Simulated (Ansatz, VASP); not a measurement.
# SnSe2 in two plane-wave programs

One calculation is typed for both programs; each brings its own data sets. How far apart do they land? The cell is taken from a series of runs on this material, whose earlier steps may have relaxed, scaled, displaced or heated it; both programs get it as it stands.

Method: plane waves, with VASP 6.6.1 beside it; PBE, r2SCAN and PBE, spin-orbit coupling, in Ansatz 0.2.0.

## Step 1: Starting point

The cell holds 3 atoms: 1 Sn and 2 Se. Its edges and angles: a = 3.869 Å, b = 3.869 Å, c = 29.600 Å, α = 90.0°, β = 90.0°, γ = 120.0°. Vacuum lies along c.

## Step 2: VASP: single point, PBE

With cell and atoms fixed, the geometry can't cause a difference; cores, projectors, grids and the points listed under the comparison can.

Lines of VASP's logs that name or quote its potential files are left out, and so is its time.

INCAR reads:

```
SYSTEM = SnSe2
PREC = Accurate
ENCUT = 400
EDIFF = 1E-06
NELM = 120
ISMEAR = -1
SIGMA = 0.02
LREAL = .FALSE.
ALGO = Normal
GGA = PE
NBANDS = 19
LORBIT = 11
LWAVE = .FALSE.
LCHARG = .FALSE.
ISIF = 2
LDIPOL = .TRUE.
IDIPOL = 3
DIPOL = 0.5 0.5 0.5
LVHAR = .TRUE.
LASPH = .TRUE.
GGA_COMPAT = .FALSE.
EFERMI = MIDGAP
NELMDL = -8
KPAR = 2
```

POSCAR reads:

```
SnSe2
1.0
    3.8693422625      0.0000000000      0.0000000000
   -1.9346711312      3.3509486952      0.0000000000
    0.0000000000      0.0000000000     29.6000000000
Sn Se
1 2
Direct
    0.0000000000      0.0000000000      0.5000000000
    0.3333333333      0.6666666667      0.5538559760
    0.6666666667      0.3333333333      0.4461440240
```

KPOINTS reads:

```
Automatic mesh
0
Gamma
6 6 1
0 0 0
```

Potentials, in the order of the species: Sn_d and Se (PBE family, release 64).

Launch:

```console
$ mpirun -np 2 vasp_std
```

Numbers of over 12 decimals in the logs are rounded to 6 here.

Log:

```text
[banner, memory and clock lines left out]
running    2 mpi-ranks, on    1 nodes
 distrk:  each k-point on    1 cores,    2 groups
 distr:  one band on    1 cores,    1 groups

 POSCAR found type information on POSCAR SnSe
 POSCAR found :  2 types and       3 ions
 LDA part: xc-table for (Slater+PW92), standard interpolation
 POSCAR, INCAR and KPOINTS ok, starting setup
 FFT: planning ... GRIDC
 FFT: planning ... GRID_SOFT
 FFT: planning ... GRID
 WAVECAR not read
 entering main loop
       N       E                     dE             d eps       ncg     rms          rms(c)
DAV:   1     0.163179524555E+03    0.16318E+03   -0.93999E+03   322   0.834E+02
DAV:   2     0.560100612567E+01   -0.15758E+03   -0.15444E+03   366   0.209E+02
DAV:   3    -0.116201873038E+02   -0.17221E+02   -0.17106E+02   318   0.808E+01
DAV:   4    -0.121249630725E+02   -0.50478E+00   -0.50424E+00   380   0.174E+01
DAV:   5    -0.121350138514E+02   -0.10051E-01   -0.10051E-01   383   0.233E+00
DAV:   6    -0.121350716159E+02   -0.57764E-04   -0.57764E-04   364   0.173E-01
DAV:   7    -0.121350743956E+02   -0.27797E-05   -0.27798E-05   395   0.328E-02
DAV:   8    -0.121350744203E+02   -0.24733E-07   -0.24581E-07   316   0.343E-03    0.469E+00
DAV:   9    -0.118704623441E+02    0.26461E+00   -0.59895E-01   402   0.782E+00    0.304E+00
DAV:  10    -0.118559055294E+02    0.14557E-01   -0.22604E-01   324   0.307E+00    0.527E-01
DAV:  11    -0.118521282398E+02    0.37773E-02   -0.24873E-02   347   0.158E+00    0.282E-01
DAV:  12    -0.118524605765E+02   -0.33234E-03   -0.24285E-03   312   0.313E-01    0.591E-02
DAV:  13    -0.118524588054E+02    0.17711E-05   -0.13455E-04   398   0.108E-01    0.305E-02
DAV:  14    -0.118524738030E+02   -0.14998E-04   -0.91253E-05   333   0.481E-02    0.949E-03
DAV:  15    -0.118524941484E+02   -0.20345E-04   -0.40400E-06   282   0.113E-02    0.828E-03
DAV:  16    -0.118525818976E+02   -0.87749E-04   -0.18463E-05   261   0.135E-02    0.401E-03
DAV:  17    -0.118526434635E+02   -0.61566E-04   -0.55256E-06   262   0.694E-03    0.427E-03
DAV:  18    -0.118526753629E+02   -0.31899E-04   -0.18550E-06   271   0.591E-03    0.165E-03
DAV:  19    -0.118526895480E+02   -0.14185E-04   -0.20583E-07   290   0.281E-03    0.646E-04
DAV:  20    -0.118526956842E+02   -0.61362E-05   -0.13742E-07   282   0.124E-03    0.852E-04
DAV:  21    -0.118526995169E+02   -0.38327E-05   -0.11314E-07   285   0.172E-03    0.252E-04
DAV:  22    -0.118527007915E+02   -0.12746E-05   -0.15282E-08   256   0.657E-04    0.244E-04
DAV:  23    -0.118527018009E+02   -0.10094E-05   -0.12561E-08   243   0.359E-04    0.159E-04
DAV:  24    -0.118527023292E+02   -0.52837E-06   -0.58822E-09   251   0.254E-04
   1 F= -.11852702E+02 E0= -.11852702E+02  d E =-.455304E-09
```

OUTCAR, selected parts (step 2):

```text
ion  position               nearest neighbor table
   1  0.000  0.000  0.500-   2 2.74   3 2.74   2 2.74   3 2.74   3 2.74   2 2.74
   2  0.333  0.667  0.554-   1 2.74   1 2.74   1 2.74
   3  0.667  0.333  0.446-   1 2.74   1 2.74   1 2.74

  LATTYP: Found a hexagonal cell.
 ALAT       =     3.8693422625
 C/A-ratio  =     7.6498789696

 Subroutine GETGRP returns: Found 12 space group operations
 (whereof 12 operations were pure point group operations)

The static configuration has the point symmetry D_3d.

 Found      7 irreducible k-points:

   k-points           NKPTS =      7   k-points in BZ     NKDIM =      7   number of bands    NBANDS=     19

   dimension x,y,z NGX =    28 NGY =   28 NGZ =  196
   dimension x,y,z NGXF=    56 NGYF=   56 NGZF=  392

   ENCUT  =  400.0 eV  29.40 Ry    5.42 a.u.   6.31  6.31 48.27*2*pi/ulx,y,z

   NELECT =      26.0000    total number of electrons

 k-points in reciprocal lattice and weights: Automatic mesh
   0.00000000  0.00000000  0.00000000       0.028
   0.16666667 -0.00000000  0.00000000       0.167
   0.33333333  0.00000000  0.00000000       0.167
   0.50000000  0.00000000  0.00000000       0.083
   0.16666667  0.16666667  0.00000000       0.167
   0.33333333  0.16666667  0.00000000       0.333
   0.33333333  0.33333333  0.00000000       0.056

 dipolmoment           0.000000      0.000000     -0.000000 electrons x Angstroem

 average (electrostatic) potential at core
       1-110.7477       2 -61.3715       3 -61.3715

 E-fermi :  -3.6202

 k-point     1 :       0.0000    0.0000    0.0000
  band No.  band energies     occupation
    ...
      9      -5.0418      2.00000
     10      -4.4808      2.00000
     11      -4.4808      2.00000
     12      -4.0998      2.00000
     13      -4.0998      2.00000
     14      -2.5190      0.00000
     15      -0.9728      0.00000
     16       0.5476      0.00000
     17       0.5476      0.00000
     18       1.6296      0.00000
    ...

 k-point     2 :       0.1667   -0.0000    0.0000
  band No.  band energies     occupation
    ...
      9      -6.1109      2.00000
     10      -5.2040      2.00000
     11      -5.1230      2.00000
     12      -4.8803      2.00000
     13      -4.0242      2.00000
     14      -1.8589      0.00000
     15      -0.2049      0.00000
     16       0.8555      0.00000
     17       1.0762      0.00000
     18       1.8826      0.00000
    ...

 k-point     3 :       0.3333    0.0000    0.0000
  band No.  band energies     occupation
    ...
      9      -7.6653      2.00000
     10      -6.1563      2.00000
     11      -5.8766      2.00000
     12      -4.6799      2.00000
     13      -4.2138      2.00000
     14      -2.7290      0.00000
     15       0.1353      0.00000
     16       1.4157      0.00000
     17       1.6410      0.00000
     18       2.3251      0.00000
    ...

  Total        0.0452317      0.0452317      0.0062735      0.0000000     -0.0000000      0.0000000
  in kB        0.1888238      0.1888238      0.0261892      0.0000000     -0.0000000      0.0000000
  external PRESSURE =       0.1346122 kB  Pullay stress =       0.0000000 kB

  energy-cutoff  :      400.00
  volume of cell :      383.79
      direct lattice vectors                 reciprocal lattice vectors
     3.869342263  0.000000000  0.000000000     0.258441857  0.149211476  0.000000000
    -1.934671131  3.350948695  0.000000000     0.000000000  0.298422952  0.000000000
     0.000000000  0.000000000 29.600000000     0.000000000  0.000000000  0.033783784

 POSITION                                       TOTAL-FORCE (eV/Angst)
 -----------------------------------------------------------------------------------
      0.00000      0.00000     14.80000        -0.000000      0.000000      0.000000
     -0.00000      2.23397     16.39414        -0.000000      0.000000      0.010758
      1.93467      1.11698     13.20586         0.000000     -0.000000     -0.010758
 -----------------------------------------------------------------------------------
    total drift:                               -0.000000      0.000000      0.000000

  FREE ENERGIE OF THE ION-ELECTRON SYSTEM (eV)
  ---------------------------------------------------
  free  energy   TOTEN  =       -11.8527023292 eV

  energy  without entropy=      -11.8527023288  energy(sigma->0) =      -11.85270233

 vacuum level on the upper side and lower side of the slab         2.030         2.030

 total charge
# of ion       s       p       d       tot
------------------------------------------
    1        1.059   0.986  10.085  12.129
    2        1.482   2.300   0.023   3.806
    3        1.482   2.300   0.023   3.806
--------------------------------------------------
tot          4.023   5.585  10.132  19.740

[... 3 further parts left out ...]
```

## Step 3: Ansatz: single point, PBE

Ansatz runs on its PAW soft_1 files.

The same cell, functional, mesh and smearing now go to Ansatz, which takes its cutoff from its data sets.

input.yaml reads:

```yaml
crystal:
  lattice:
    - [3.8693422625, 0.0, 0.0]
    - [-1.9346711312, 3.3509486952, 0.0]
    - [0.0, 0.0, 29.6]
  atoms:
    - { symbol: Sn, position: [0.0, 0.0, 0.5] }
    - { symbol: Se, position: [0.3333333333, 0.6666666667, 0.553855976] }
    - { symbol: Se, position: [0.6666666667, 0.3333333333, 0.446144024] }
  periodic: [true, true, false]
kpoints:
  mp_grid: { grid: [6, 6, 1] }
  band_path:
    path:
      - [0, 0, 0]
      - [0.5, 0, 0]
      - [0.3333333333333, 0.3333333333333, 0]
      - [0, 0, 0]
    npoints: 10
hamiltonian:
  xc: pbe
  pseudopotentials: { kind: paw, azcp: { folder: soft_1 } }
scf:
  occupations: { method: fermi_dirac, width: 0.02 }
  n_extra_bands: 5
output:
  eigenvalues: true
  write_density: true
  write_potential: true
  elf: true
  volumetric_format: npy
```

Launch:

```console
$ ansatz run input.yaml --threads 4 --pin off --max-ram 17510MiB --backend cpu --events-out ev --progress --plain --runs-dir out
```

Log:

```text
scf.n_extra_bands = 5 over 23 filled bands (N_el = 46.0): the run solves 28 bands
Engine: ansatz 0.2.0, aarch64-unknown-linux-gnu
Pseudopotentials: kind: paw
Pseudopotential: Sn, paw, valence charge 14, recommended cutoff 420 eV (normal), soft_1/Sn.paw.azcp
Pseudopotential: Se, paw, valence charge 16, recommended cutoff 420 eV (normal), soft_1/Se.paw.azcp
Functional definition: PBE
  parameter kappa = 0.804
  parameter beta = 0.066725
  exchange = pbe_x(kappa = kappa, mu = beta*pi^2/3)
  correlation = pbe_c(beta = beta)
Crystal: 3 atoms, lattice volume = 383.793 Å³
Basis set: ecut = 420 eV, 7587 PW (Γ)
Bands: 28, of which v1, the nominal top of the filled ones, is band 23 counted from 1 (22 counted from 0)
Symmetry: 12 space group operations
Space group: P-3m1 (ITA 164), of the structure as read, at distance tolerance 7.3e-5 Å
k-points: 7 of 36
Non-local potential: Sn, projectors of the file, l = 0: 2, l = 1: 2, l = 2: 2, l = 3: 1
Non-local potential: Se, projectors of the file, l = 0: 2, l = 1: 2, l = 2: 3, l = 3: 1
PAW form: soft (Blöchl's): semilocal exchange-correlation on the pseudo side does not see the compensation charge
PAW one-centre angular grid: Sn, 590 points (default); XC on 64 Gauss nodes
PAW one-centre angular grid: Se, 590 points (default); XC on 64 Gauss nodes
Initial density: superposition of atomic densities (neutral atoms: chi_scale 0, normalization atom)
Initial wavefunctions: pseudopotential atomic-orbital guess
Functional: x = pbe(κ = 0.804, μ = 0.219515), c = pbe(β = 0.066725)
iter 1 solved again at ethr=2.33e-3 eV; its pass at ethr=3.10e-3 eV (dr2=1.07e0 eV) is discarded
SCF iter   1: F=—  HF=-16963.759341 eV  |F-HF|=—  |Δ(HF+E_count)|=         —  Δρ=1.35e-2  dr2=1.07e0  ethr=2.33e-3  ⟨swp⟩=1.4  Hψ=1496  notcnv=0
preconditioner: auto → Resta (q_TF=auto, 1.916 Å⁻¹)  ε∞=1.4  [insulator: Δε(μ)=1.104 eV  Ē_g=15.492 eV  σ=0.020 eV  W_gap=1.00  n_scr=36 (ndim 8)  ℏωp=9.7 eV  f_vac=0.764  D(μ)=0.00/eV (n_scr^D=0)  ε∞_Penn≈1.4  vacuum switching on, ρ_ref=1.7e-2 e/Å³]
SCF iter   2: F=—  HF=-16963.494315 eV  |F-HF|=—  |Δ(HF+E_count)|=   2.65e-1  Δρ=5.86e-3  dr2=1.60e-1  ethr=2.32e-3  ⟨swp⟩=4.0  Hψ=377  notcnv=0
SCF iter   3: F=—  HF=-16963.474900 eV  |F-HF|=—  |Δ(HF+E_count)|=   1.94e-2  Δρ=3.12e-3  dr2=3.77e-2  ethr=3.48e-4  ⟨swp⟩=3.6  Hψ=413  notcnv=0  defer=6
SCF iter   4: F=—  HF=-16963.472008 eV  |F-HF|=—  |Δ(HF+E_count)|=   2.89e-3  Δρ=9.05e-4  dr2=2.53e-3  ethr=8.20e-5  ⟨swp⟩=3.0  Hψ=313  notcnv=0  defer=6
SCF iter   5: F=—  HF=-16963.472253 eV  |F-HF|=—  |Δ(HF+E_count)|=   2.45e-4  Δρ=1.44e-4  dr2=8.96e-5  ethr=5.50e-6  ⟨swp⟩=2.6  Hψ=311  notcnv=0  defer=6
SCF iter   6: F=—  HF=-16963.472254 eV  |F-HF|=—  |Δ(HF+E_count)|=   1.55e-6  Δρ=4.50e-5  dr2=6.68e-6  ethr=1.95e-7  ⟨swp⟩=3.3  Hψ=363  notcnv=0  defer=6
SCF iter   7: F=—  HF=-16963.472258 eV  |F-HF|=—  |Δ(HF+E_count)|=   3.86e-6  Δρ=1.30e-5  dr2=3.15e-7  ethr=1.45e-8  ⟨swp⟩=3.1  Hψ=323  notcnv=0  defer=6
SCF iter   8: F=-16963.472259 eV  HF=-16963.472259 eV  |F-HF|=3.70e-9  |Δ(HF+E_count)|=   3.60e-7  Δρ=1.39e-6  dr2=1.28e-8  ethr=2.17e-10  ⟨swp⟩=12.1  Hψ=740  notcnv=0
SCF 1 converged in 8 iterations: F = -16963.472259 eV  dr2 = 1.28e-8
  greatest PAW one-centre occupation: 1.000 electrons in one spin orbital (limit 2), on the Se atom at site 2 (counted from 0), in its partial waves of l = 2
NSCF: frozen V_eff on 31 k-points
WARN: The output density's exchange-correlation potential varies sharply where the density is thin. Do not read a vacuum level from v_tot or v_xc, or from such a field of the output density. On a cell that repeats whose density bears no net charge and no dipole along the vacuum's axis use v_es (v_loc + v_h of the components); under efield.dipole_correction with no amplitude use v_es + v_field, which holds any externa [...]
SCF converged after 8 iterations
Free energy (F): -16963.472259 eV
Harris-Foulkes:  -16963.472259 eV  (|F-HF|=3.70e-9)
Internal energy: -16963.472259 eV  (E = F + TS)
E sigma→0 (E₀):  -16963.472259 eV
Fermi energy:    -5.647700 eV
--- Per-component energies (eV) ---
  E_band       = -1499.407380
  E_kinetic    = 388.375711
  E_local      = -91698.686956  (includes V_loc(G=0)·N_el)
  E_nonlocal   = -563.659934
  E_hartree    = 45668.502128
  E_xc         = -294.643927
  E_vxc        = -259.219188  (∫ρ·V_xc dr)
  E_paw        = -8631.812991  (= ΣΔE_a)
  E_vpaw       = -703.239772  (= ΣTr[D̂ρ^β])
  E_aug_tail   = -0.000464  (compensation charges beyond the density's cutoff)
  E_ewald      = 38168.454174
  E_smearing   = -0.000000  (= −TS)
  E_closure    = -0.000000  (closes the sum)
  Σ components = -16963.472259   (vs F -16963.472259, Δ=0.00e0)
--- Band table (eV; the first three rows and the last of 7) ---
  k-point 0: bands = [... 19 lower, -6.5087, -6.5087, -6.1288, -6.1288, -4.5443, -2.9964, -1.4759, -1.4759, ... 1 higher]
  k-point 1: bands = [... 19 lower, -7.2331, -7.1499, -6.9102, -6.0536, -3.8870, -2.2294, -1.1711 (-1.1711°), -0.9487, ... 1 higher]
  k-point 2: bands = [... 19 lower, -8.1856, -7.9027, -6.7108, -6.2434, -4.7568, -1.8890, -0.6100, -0.3855, ... 1 higher]
  k-point 6: bands = [... 19 lower, -9.5527, -9.1768, -6.8237, -6.8237, -4.2366, -0.7720, -0.7720, 0.4898, ... 1 higher]
  ° read free of the cell's end (the report's vacuum.weakly_bound_levels)
```

## Step 4: Comparison

Known differences besides the potentials themselves: Ansatz cuts the interaction across the vacuum, VASP repeats the sheet with a dipole correction (LDIPOL); the data sets hold 46 valence electrons in Ansatz (on its PAW soft_1 files) and 26 in VASP; the cutoff is 420 eV in Ansatz and 400 eV in VASP. Total energies have different zeros and are not compared.

Both answers:

```csv
quantity,Ansatz,VASP,difference
gap on the k mesh (eV),0.798,0.796,+0.002
```

A gap on the mesh is an upper bound, since the band edges may lie between its points. Where the cell holds vacuum, a pressure given here is an average over it and none of the material.

## Step 5: VASP: single point, r2SCAN

A single point takes one fixed geometry, so differences don't come from the geometry; what else differs is listed under the comparison.

INCAR reads:

```
SYSTEM = SnSe2
PREC = Accurate
ENCUT = 440
EDIFF = 1E-06
NELM = 300
ISMEAR = 0
SIGMA = 0.01
LREAL = .FALSE.
ALGO = Normal
METAGGA = R2SCAN
LASPH = .TRUE.
NBANDS = 19
LORBIT = 11
LWAVE = .FALSE.
LCHARG = .FALSE.
ISIF = 2
LDIPOL = .TRUE.
IDIPOL = 3
DIPOL = 0.5 0.5 0.5
LVHAR = .TRUE.
GGA_COMPAT = .FALSE.
EFERMI = MIDGAP
NELMDL = -8
LMIXTAU = .TRUE.
KPAR = 2
AMIX = 0.1
BMIX = 1E-04
```

POSCAR is that of step 2.

KPOINTS reads:

```
Automatic mesh
0
Gamma
9 9 1
0 0 0
```

Launch:

```console
$ mpirun -np 2 vasp_std
```

Log:

```text
[banner, memory and clock lines left out]
running    2 mpi-ranks, on    1 nodes
[...]
|                                                                             |
|               ----> ADVICE to this user running VASP <----                  |
|                                                                             |
|     You enforced a specific xc type in the INCAR file but a different       |
|     [... a line on the potential file left out ...]
|     I HOPE YOU KNOW WHAT YOU ARE DOING!                                     |
|                                                                             |

 LDA part: xc-table for (None), standard interpolation
 POSCAR, INCAR and KPOINTS ok, starting setup
[...]
entering main loop
       N       E                     dE             d eps       ncg     rms          rms(c)
DAV:   1     0.128668096248E+03    0.12867E+03   -0.98017E+03   552   0.902E+02
DAV:   2    -0.380545832480E+02   -0.16672E+03   -0.16348E+03   605   0.216E+02
DAV:   3    -0.584024297686E+02   -0.20348E+02   -0.20265E+02   573   0.873E+01
DAV:   4    -0.590183983890E+02   -0.61597E+00   -0.61483E+00   596   0.190E+01
[...]
DAV:  25    -0.545700426942E+02   -0.21898E-05   -0.39041E-06   468   0.145E-02    0.659E-03
DAV:  26    -0.545700437005E+02   -0.10063E-05   -0.65011E-07   369   0.616E-03    0.473E-03
DAV:  27    -0.545700439789E+02   -0.27833E-06   -0.28706E-07   359   0.398E-03
   1 F= -.54570044E+02 E0= -.54570044E+02  d E =0.000000E+00
```

Parts of OUTCAR (step 5):

```text
  Total       -0.9250350     -0.9250350     -0.9461036     -0.0000000     -0.0000000     -0.0000000
  in kB       -3.8616430     -3.8616430     -3.9495958     -0.0000000     -0.0000000     -0.0000000
  external PRESSURE =      -3.8909606 kB  Pullay stress =       0.0000000 kB

 POSITION                                       TOTAL-FORCE (eV/Angst)
 -----------------------------------------------------------------------------------
      0.00000      0.00000     14.80000        -0.000000      0.000000     -0.000000
     -0.00000      2.23397     16.39414         0.000000     -0.000000     -0.293936
      1.93467      1.11698     13.20586        -0.000000      0.000000      0.293936
 -----------------------------------------------------------------------------------
    total drift:                               -0.000000     -0.000000     -0.000000

  FREE ENERGIE OF THE ION-ELECTRON SYSTEM (eV)
  ---------------------------------------------------
  free  energy   TOTEN  =       -54.5700439789 eV

  energy  without entropy=      -54.5700439789  energy(sigma->0) =      -54.57004398

[... 3 further parts left out ...]
[key lines of the parts left out:]
E-fermi :  -3.7824
```

## Step 6: Ansatz: single point, r2SCAN

The same cell, functional and mesh now go to Ansatz, which takes its cutoff from its data sets.

The cell is taken from a series of runs on this material, whose earlier steps may have relaxed, scaled, displaced or heated it; both programs get it as it stands.

input.yaml reads:

```yaml
crystal:
  lattice:
    - [3.8693422625, 0.0, 0.0]
    - [-1.9346711312, 3.3509486952, 0.0]
    - [0.0, 0.0, 29.6]
  atoms:
    - { symbol: Sn, position: [0.0, 0.0, 0.5] }
    - { symbol: Se, position: [0.3333333333, 0.6666666667, 0.553855976] }
    - { symbol: Se, position: [0.6666666667, 0.3333333333, 0.446144024] }
  periodic: [true, true, false]
kpoints:
  mp_grid: { grid: [9, 9, 1] }
  band_path:
    path:
      - [0.0, 0.0, 0.0]
      - [0.5, 0.0, 0.0]
      - [0.3333333333, 0.3333333333, 0.0]
      - [0.15, 0.0, 0.0]
    npoints: 1
hamiltonian:
  xc: r2scan
  pseudopotentials: { kind: paw, azcp: { folder: soft_1 } }
scf:
  occupations: { method: fixed }
  n_extra_bands: 5
output:
  eigenvalues: true
```

Launch:

```console
$ ansatz run input.yaml --threads 4 --pin off --max-ram 17510MiB --backend cpu --events-out ev --progress --plain --runs-dir out
```

Log:

```text
[...]
Crystal: 3 atoms, lattice volume = 383.793 Å³
Basis set: ecut = 500 eV, 9677 PW (Γ), exchange–correlation on 120×120×864 points (64 copies of the dense FFT grid, shifted against one another)
Bands: 28, of which v1, the nominal top of the filled ones, is band 23 counted from 1 (22 counted from 0)
Symmetry: 12 space group operations
[...]
k-points: 12 of 81
[...]
k-point 1: bands = [... 19 lower, -7.3726, -7.2240, -7.0090, -6.3801, -3.9875, -2.2049, -1.4394 (-1.4394°), -1.1263, ... 1 higher]
  k-point 2: bands = [... 19 lower, -8.0072, -7.8041, -7.1872, -6.4352, -4.1038, -1.8548, -0.5850 (-0.5850°), -0.4937, ... 1 higher]
  k-point 11: bands = [... 19 lower, -9.9453, -9.5811, -7.1646, -7.1646, -4.2737, -0.5760, -0.5760, 0.6921, ... 1 higher]
  ° read free of the cell's end (the report's vacuum.weakly_bound_levels)
[key lines of the parts left out:]
SCF converged after 8 iterations
Free energy (F): -16996.190872 eV
Fermi energy:    -6.380063 eV
```

[end of part 1 of 2]

[Lines on the potential files, build, host, timing and source positions are cut from VASP's logs without a mark.]

[Logs are printed without paths, hosts, clocks, repeated set-up lines and the standing remarks that a program may print on its own settings, such as how far it seeks lower states.]

[Hosts, paths, dates, database ids (printed as entryN), source tags and the programs' standing remarks are cut or masked in the printed files.]
